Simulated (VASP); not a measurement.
Here is the system:

```
CELL_PARAMETERS angstrom
      3.50562     0.00000     0.00000
      0.00000     3.50562     0.00000
      0.00000     0.00000     3.50562
ATOMIC_POSITIONS crystal
  Fe 0.00000 0.00000 0.00000
  Ni 0.00000 0.50000 0.50000
  Ni 0.50000 0.00000 0.50000
  Ni 0.50000 0.50000 0.00000
```
Starting moments (μB, in the order of the record's atoms Fe Ni Ni Ni): 2.9 0.6 0.6 0.6.

The numbers are results of PBE GGA with D3 dispersion (zero damping), VASP's PBE PAW potentials (set 64) (plane waves; VASP), not measurements. Numerical set-up: 520 eV cut-off, 10×10×10 Γ-centred mesh, tetrahedra with Blöchl corrections, potentials Fe Ni.

Predict the cell moment, energy per atom (σ→0), band gap (on the k-mesh) with the smallest direct gap where there is one.

```
Quantity                                                     Value
------------------------  ----------------------------------------
band gap (on the k-mesh)  none (metal, semimetal or under 0.01 eV)
cell moment                                                4.66 μB
energy per atom (σ→0)                               -6.623 eV/atom
```

Give the moment on each site (PAW-sphere projection).

| site | moment (μB) |
|---|---|
| Fe1 | 2.86 |
| Ni2 | 0.60 |
| Ni3 | 0.60 |
| Ni4 | 0.60 |

The compound is Ni3Fe in the L1_2 structure. It was relaxed first.
